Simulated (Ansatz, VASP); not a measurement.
## Al (Al(331)) in two plane-wave programs

One calculation is typed for both programs; each brings its own data sets. How far apart do they land? Of the first pair: The structure shown is the start of the Ansatz relaxation below; VASP solves that cell, so the two are compared at the walk's first step.

Method: plane waves, with VASP 6.6.1 beside it; single point at PBE, in Ansatz 0.2.0.

### Step 1. Starting point

The cell holds 10 atoms: 10 Al. Its edges and angles: a = 2.864 Å, b = 6.404 Å, c = 25.362 Å, α = 90.0°, β = 90.0°, γ = 102.9°. Vacuum lies along c.

### Step 2. Ansatz: relaxation, PBE

Ansatz runs on its default PAW (the set named soft_2) files.

The two programs are compared at the cell with which this relaxation starts, whose forces are those of its first step.

input.yaml reads:

```yaml
crystal:
  lattice:
    - [2.86378246, 0.0, 0.0]
    - [-1.43189123, 6.24146918, 0.0]
    - [0.0, 0.0, 25.3622034996]
  atoms:
    - { symbol: Al, position: [0.05263158, 0.10526316, 0.3351443813] }
    - { symbol: Al, position: [0.73684211, 0.47368421, 0.3717789632] }
    - { symbol: Al, position: [0.42105263, 0.84210526, 0.4084135452] }
    - { symbol: Al, position: [0.10526316, 0.21052632, 0.4450481271] }
    - { symbol: Al, position: [0.78947368, 0.57894737, 0.481682709] }
    - { symbol: Al, position: [0.47368421, 0.94736842, 0.518317291] }
    - { symbol: Al, position: [0.15789474, 0.31578947, 0.5549518729] }
    - { symbol: Al, position: [0.84210526, 0.68421053, 0.5915864548] }
    - { symbol: Al, position: [0.52631579, 0.05263158, 0.6282210368] }
    - { symbol: Al, position: [0.21052632, 0.42105263, 0.6648556187] }
kpoints:
  mp_grid: { grid: [10, 5, 1] }
hamiltonian:
  xc: pbe
scf:
  occupations: { method: fermi_dirac, width: 0.1 }
  convergence: { dr2_threshold: 1.0e-08 }
efield:
  axis: 3
  dipole_correction: true
  ramp_position: 0.97
  ramp_width: 0.06
relax:
  f_tol: 0.015
  max_steps: 90
  constraints: [{ sites: [0, 1, 2] }]
output:
  write_potential: true
  write_density: true
  volumetric_format: npy
```

Launch:

```console
$ ansatz run input.yaml --threads 2 --pin off --max-ram 3072MiB --backend cpu --events-out ev --progress --plain --runs-dir out
```

Numbers of over 12 decimals in the logs are rounded to 6 here.

What it wrote:

```text
Warning: crystal.symmetry: narrowed to the stabiliser of the k-point mesh — unitary ops 2 → 1; excluded 1 operation that carries a point of the 10×5×1 mesh (shift [0, 0, 0]) off the mesh (the run samples exactly the mesh kpoints.mp_grid names, as under crystal.symmetry.detect: false, and its converged state has the mesh's symmetry, not the crystal's; ε∞, the Born charges and the force constants of a linear response (`dielectric:` by the response, `phonons.method: dfpt`) are averaged over those of the crystal's operations that the state keeps within a tolerance, where `mesh_tensors`, `unaveraged_element` or `gamma_mean_max_change_ev_ang2` stands beside them; [rest of the remark cut]
Engine: ansatz 0.2.0, x86_64-unknown-linux-gnu
Pseudopotentials: kind: paw
Pseudopotential: Al, paw, valence charge 3, recommended cutoff 420 eV (normal), Al.paw.azcp
Functional definition: PBE
  parameter kappa = 0.804
  parameter beta = 0.066725
  exchange = pbe_x(kappa = kappa, mu = beta*pi^2/3)
  correlation = pbe_c(beta = beta)
Crystal: 10 atoms, lattice volume = 453.329 Å³
Basis set: ecut = 420 eV, 8849 PW (Γ), exchange–correlation on 40×90×360 points (8 copies of the dense FFT grid, shifted against one another)
Bands: 25, of which v1, the nominal top of the filled ones, is band 15 counted from 1 (14 counted from 0)
Symmetry: 1 space group operations
k-points: 26 of 50 (time reversal used)
Non-local potential: Al, projectors of the file, l = 0: 2, l = 1: 2, l = 2: 1
PAW form: soft (Blöchl's): semilocal exchange-correlation on the pseudo side does not see the compensation charge
PAW one-centre angular grid: Al, 110 points (default); XC on 64 Gauss nodes
Initial density: superposition of atomic densities (neutral atoms: chi_scale 0, normalization atom), corrected by the library's trained network
Initial wavefunctions: pseudopotential atomic-orbital guess
Functional: x = pbe(κ = 0.804, μ = 0.219515), c = pbe(β = 0.066725)
SCF iter   1: F=—  HF=-5372.894169 eV  |F-HF|=—  |Δ(HF+E_count)|=         —  Δρ=1.12e-3  dr2=2.10e-2  ethr=1.77e-3  p=0.000 e·Å  D=2.37e-14 V/Å  ΔV_dip=-0.00 eV  dr2_dipole=5.16e-8  V_vac-E_F(+/−)=3.95/3.95 eV  ⟨swp⟩=11.8  Hψ=4820  notcnv=0  defer=1
efield: sawtooth ramp at fractional position 0.9700 (set: `efield.ramp_position`, or a place that a band, a saddle search or an elastic batch's reference lends), width 0.0600; the density the first Hamiltonian is built on has a dipole p = 0.000 e·Å; the dipole correction subtracts the counter field D = 2.37e-14 V/Å, which shifts the + side's vacuum level by -0.00 eV against the − side's; the planar-averaged density in the ramp window peaks in size at 7.9e-6 e/Å³
preconditioner: auto → LDOS  [metal: Δε(μ)=0.044 eV  Ē_g=6.205 eV  σ=0.100 eV  W_gap=0.11  n_scr=36 (ndim 8)  ℏωp=9.6 eV  f_vac=0.509  D(μ)=4.36/eV (n_scr^D=24)  β→1.0]
SCF iter   2: F=—  HF=-5372.894494 eV  |F-HF|=—  |Δ(HF+E_count)|=   3.25e-4  Δρ=2.69e-4  dr2=5.99e-4  ethr=7.00e-5  p=0.000 e·Å  D=1.05e-7 V/Å  ΔV_dip=-0.00 eV  dr2_dipole=1.71e-7  V_vac-E_F(+/−)=4.00/4.00 eV  ⟨swp⟩=3.0  Hψ=1343  notcnv=0  defer=11
SCF iter   3: F=—  HF=-5372.894688 eV  |F-HF|=—  |Δ(HF+E_count)|=   1.94e-4  Δρ=8.20e-5  dr2=1.26e-4  ethr=2.00e-6  p=0.000 e·Å  D=3.02e-6 V/Å  ΔV_dip=-0.00 eV  dr2_dipole=7.24e-9  V_vac-E_F(+/−)=4.00/4.00 eV  ⟨swp⟩=2.3  Hψ=1087  notcnv=0  defer=11
SCF iter   4: F=—  HF=-5372.894690 eV  |F-HF|=—  |Δ(HF+E_count)|=   2.71e-6  Δρ=2.22e-5  dr2=8.22e-6  ethr=4.20e-7  p=-0.000 e·Å  D=-3.55e-8 V/Å  ΔV_dip=0.00 eV  dr2_dipole=1.42e-9  V_vac-E_F(+/−)=4.00/4.00 eV  ⟨swp⟩=2.5  Hψ=1001  notcnv=0  defer=11
SCF iter   5: F=—  HF=-5372.894689 eV  |F-HF|=—  |Δ(HF+E_count)|=   8.72e-7  Δρ=5.64e-6  dr2=2.89e-7  ethr=2.74e-8  p=0.000 e·Å  D=2.89e-7 V/Å  ΔV_dip=-0.00 eV  dr2_dipole=6.83e-10  V_vac-E_F(+/−)=4.00/4.00 eV  ⟨swp⟩=2.6  Hψ=1106  notcnv=0  defer=12
SCF iter   6: F=—  HF=-5372.894690 eV  |F-HF|=—  |Δ(HF+E_count)|=   3.18e-7  Δρ=1.30e-6  dr2=1.61e-8  ethr=9.64e-10  p=-0.000 e·Å  D=-1.83e-7 V/Å  ΔV_dip=0.00 eV  dr2_dipole=1.78e-11  V_vac-E_F(+/−)=4.00/4.00 eV  ⟨swp⟩=2.7  Hψ=1222  notcnv=0  defer=12
SCF iter   7: F=-5372.894690 eV  HF=-5372.894690 eV  |F-HF|=3.13e-9  |Δ(HF+E_count)|=   2.99e-8  Δρ=3.30e-7  dr2=1.14e-9  ethr=3.33e-11  p=-0.000 e·Å  D=-6.45e-8 V/Å  ΔV_dip=0.00 eV  dr2_dipole=2.85e-12  V_vac-E_F(+/−)=4.00/4.00 eV  ⟨swp⟩=10.1  Hψ=4275  notcnv=0
SCF 1 converged in 7 iterations: F = -5372.894690 eV  dr2 = 1.14e-9
  greatest PAW one-centre occupation: 0.483 electrons in one spin orbital (limit 2), on the Al atom at site 9 (counted from 0), in its partial waves of l = 0
[...]
SCF iter   5: F=—  HF=-5372.927551 eV  |F-HF|=—  |Δ(HF+E_count)|=   1.14e-5  Δρ=1.83e-6  dr2=3.54e-8  ethr=2.62e-9  p=0.002 e·Å  D=7.48e-4 V/Å  ΔV_dip=-0.02 eV  dr2_dipole=4.16e-9  V_vac-E_F(+/−)=3.99/4.01 eV  ⟨swp⟩=2.6  Hψ=1152  notcnv=0  defer=12
SCF iter   6: F=-5372.927551 eV  HF=-5372.927551 eV  |F-HF|=7.12e-9  |Δ(HF+E_count)|=   4.35e-8  Δρ=5.64e-7  dr2=3.72e-9  ethr=3.33e-11  p=0.002 e·Å  D=7.58e-4 V/Å  ΔV_dip=-0.02 eV  dr2_dipole=2.51e-11  V_vac-E_F(+/−)=3.99/4.01 eV  ⟨swp⟩=9.9  Hψ=4294  notcnv=0
SCF 3 converged in 6 iterations: F = -5372.927551 eV  dr2 = 3.72e-9
relax step   3: F+E_penalty+E_count = -5372.92755099 eV  Δ(F+E_penalty+E_count) = -2.043e-3 eV  max|allowed force component| = 1.924e-2 eV/Å  Δτ_max = 0.0338 Å  (6 SCF iters, accepted)
SCF iter   1: F=—  HF=-5372.927632 eV  |F-HF|=—  |Δ(HF+E_count)|=         —  Δρ=1.09e-4  dr2=2.19e-4  ethr=9.02e-6  p=0.002 e·Å  D=7.58e-4 V/Å  ΔV_dip=-0.02 eV  dr2_dipole=3.37e-5  V_vac-E_F(+/−)=3.99/4.01 eV  ⟨swp⟩=2.0  Hψ=1690  notcnv=0  defer=12
efield: sawtooth ramp at fractional position 0.9700 (set: `efield.ramp_position`, or a place that a band, a saddle search or an elastic batch's reference lends), width 0.0600; the density the first Hamiltonian is built on has a dipole p = 0.002 e·Å; the dipole correction subtracts the counter field D = 7.58e-4 V/Å, which shifts the + side's vacuum level by -0.02 eV against the − side's; the planar-averaged density in the ramp window peaks in size at 6.9e-8 e/Å³
preconditioner: auto → LDOS  [metal: Δε(μ)=0.016 eV  Ē_g=6.222 eV  σ=0.100 eV  W_gap=0.04  n_scr=36 (ndim 8)  ℏωp=9.6 eV  f_vac=0.512  D(μ)=4.30/eV (n_scr^D=24)  β→1.0]
SCF iter   2: F=—  HF=-5372.927599 eV  |F-HF|=—  |Δ(HF+E_count)|=   3.34e-5  Δρ=3.40e-5  dr2=1.39e-5  ethr=7.31e-7  p=0.002 e·Å  D=7.25e-4 V/Å  ΔV_dip=-0.02 eV  dr2_dipole=6.72e-7  V_vac-E_F(+/−)=3.99/4.01 eV  ⟨swp⟩=2.4  Hψ=1146  notcnv=0  defer=12
SCF iter   3: F=—  HF=-5372.927676 eV  |F-HF|=—  |Δ(HF+E_count)|=   7.68e-5  Δρ=8.64e-6  dr2=1.40e-6  ethr=4.65e-8  p=0.002 e·Å  D=6.92e-4 V/Å  ΔV_dip=-0.02 eV  dr2_dipole=1.37e-8  V_vac-E_F(+/−)=3.99/4.01 eV  ⟨swp⟩=2.2  Hψ=1049  notcnv=0  defer=12
SCF iter   4: F=—  HF=-5372.927665 eV  |F-HF|=—  |Δ(HF+E_count)|=   1.04e-5  Δρ=1.87e-6  dr2=4.27e-8  ethr=4.68e-9  p=0.002 e·Å  D=6.97e-4 V/Å  ΔV_dip=-0.02 eV  dr2_dipole=5.26e-10  V_vac-E_F(+/−)=3.99/4.01 eV  ⟨swp⟩=2.3  Hψ=1044  notcnv=0  defer=12
SCF iter   5: F=-5372.927665 eV  HF=-5372.927665 eV  |F-HF|=6.38e-9  |Δ(HF+E_count)|=   5.80e-8  Δρ=4.38e-7  dr2=2.02e-9  ethr=3.33e-11  p=0.002 e·Å  D=6.96e-4 V/Å  ΔV_dip=-0.02 eV  dr2_dipole=1.70e-13  V_vac-E_F(+/−)=3.99/4.01 eV  ⟨swp⟩=9.9  Hψ=4289  notcnv=0
SCF 4 converged in 5 iterations: F = -5372.927665 eV  dr2 = 2.02e-9
relax step   4: F+E_penalty+E_count = -5372.92766529 eV  Δ(F+E_penalty+E_count) = -1.143e-4 eV  max|allowed force component| = 2.969e-3 eV/Å  Δτ_max = 0.0080 Å  (5 SCF iters, accepted)
NSCF: frozen V_eff on 26 k-points
the band table was solved once a step of the walk had ended and its energy, with any forces and stress, was formed, with the checks that follow a solve (4924 applications of the Hamiltonian). They found nothing against the state; the energy, forces and stress were not computed again (output.eigenvalues in the input reference)
WARN: The input density's exchange-correlation potential varies sharply where the density is thin. Do not read a vacuum level from v_tot or v_xc, or from such a field of the output density. On a cell that repeats whose density bears no net charge and no dipole along the vacuum's axis use v_es (v_loc + v_h of the components); under efield.dipole_correction with no amplitude use v_es + v_field, which holds any external [...]
SCF converged after 5 iterations
Free energy (F): -5372.927665 eV
Harris-Foulkes:  -5372.927665 eV  (|F-HF|=6.38e-9)
Internal energy: -5372.784198 eV  (E = F + TS)
E sigma→0 (E₀):  -5372.855932 eV
Entropy (-TS):   -0.143468 eV (-14.347 meV/atom)
Fermi energy:    0.413174 eV
Dipole field:    D = 0.000697 V/Å  (p = 0.001746 e·Å, saw-weighted, corrected)
Work function:   Φ+ = 3.9946 eV   Φ− = 4.0122 eV
Levels:          The Fermi level and band energies are counted from a zero that moves with the ramp; work functions are not
--- Per-component energies (eV) ---
  E_band       = -112.532911
  E_kinetic    = 216.668498
  E_local      = -7523.023296  (includes V_loc(G=0)·N_el)
  E_nonlocal   = 104.680065
  E_hartree    = 3703.184682
  E_xc         = -390.912187
  E_vxc        = -280.886501  (∫ρ·V_xc dr)
  E_paw        = -4672.990901  (= ΣΔE_a)
  E_vpaw       = -36.340133  (= ΣTr[D̂ρ^β])
  E_aug_tail   = -0.000021  (compensation charges beyond the density's cutoff)
  E_efield     = 0.000001  (sawtooth field / dipole correction)
  E_vefield    = 0.000061  (∫n·V_field dr)
  E_ewald      = 3189.608962
  E_smearing   = -0.143468  (= −TS)
  E_closure    = 0.000000  (closes the sum)
  Σ components = -5372.927665   (vs F -5372.927665, Δ=0.00e0)
--- Forces (eV/Å), atoms counted from 1 ---
  atom   1  Al    -0.00141949     0.10212371     0.21362915
  atom   2  Al    -0.00102431     0.05161221     0.05882576
  atom   3  Al     0.00208351    -0.15174352    -0.27197176
  atom   4  Al     0.00004860     0.00020318     0.00195045
  atom   5  Al    -0.00000141    -0.00029353    -0.00069663
  atom   6  Al     0.00008142     0.00025408    -0.00296892
  atom   7  Al     0.00002026     0.00115648    -0.00038983
  atom   8  Al     0.00014489    -0.00115504     0.00001306
  atom   9  Al     0.00000762    -0.00199318    -0.00019595
  atom  10  Al     0.00005865    -0.00016727     0.00180766
  max |Σ_I F_I| component: 2.99e-6 eV/Å
--- Band table (eV; the first three rows and the last of 26) ---
  k-point 0: bands = [... 11 lower, -1.7029, -1.6523, -0.6149, 0.9213, 1.0013, 1.6828, 3.4044, 3.4424, ... 6 higher]
  k-point 1: bands = [... 11 lower, -2.0853, -1.0622, -0.2699, 0.4181, 1.2453, 1.8127, 2.2838, 2.5869, ... 6 higher]
  k-point 2: bands = [... 11 lower, -1.5286, -0.8862, -0.1908, 0.0306, 0.3568, 0.7303, 1.9269, 2.3149, ... 6 higher]
  k-point 25: bands = [... 11 lower, -1.2631, -1.0615, -0.5658, -0.3198, 0.0649, 0.6251, 0.6981, 1.1286, ... 6 higher]
--- Relaxed structure (4 steps of the walk, 4 accepted, 0 SCFs on fresh bases) ---
  F+E_penalty+E_count = -5372.92766529 eV   max|allowed force component| = 2.969e-3 eV/Å
  atoms:
    - { symbol: Al, position: [0.05263158, 0.10526316, 0.3351443813] }
    - { symbol: Al, position: [0.736842, 0.47368421, 0.3717789632] }
    - { symbol: Al, position: [0.421053, 0.842105, 0.4084135452] }
    - { symbol: Al, position: [0.105389, 0.210735, 0.444539] }
    - { symbol: Al, position: [0.792069, 0.580704, 0.483003] }
    - { symbol: Al, position: [0.473891, 0.947827, 0.517744] }
    - { symbol: Al, position: [0.161263, 0.319106, 0.554107] }
    - { symbol: Al, position: [0.846601, 0.690147, 0.595591] }
    - { symbol: Al, position: [0.528354, 0.052044, 0.626940] }
    - { symbol: Al, position: [0.206689, 0.408471, 0.661609] }
```

In the SCF lines HF is the Harris–Foulkes energy and dr2 the Hartree energy of the density residual, in eV; the loop may stop once dr2 is under the threshold and the program's other checks hold. Hψ counts applications of the Hamiltonian.

(Part 1 of 2 ends here.)

[Lines on the potential files, build, host, timing and source positions are cut from VASP's logs without a mark.]

[Logs are printed without paths, hosts, clocks, repeated set-up lines and the standing remarks that a program may print on its own settings, such as how far it seeks lower states.]

[Hosts, paths, dates, database ids (printed as entryN), source tags and the programs' standing remarks are cut or masked in the printed files.]
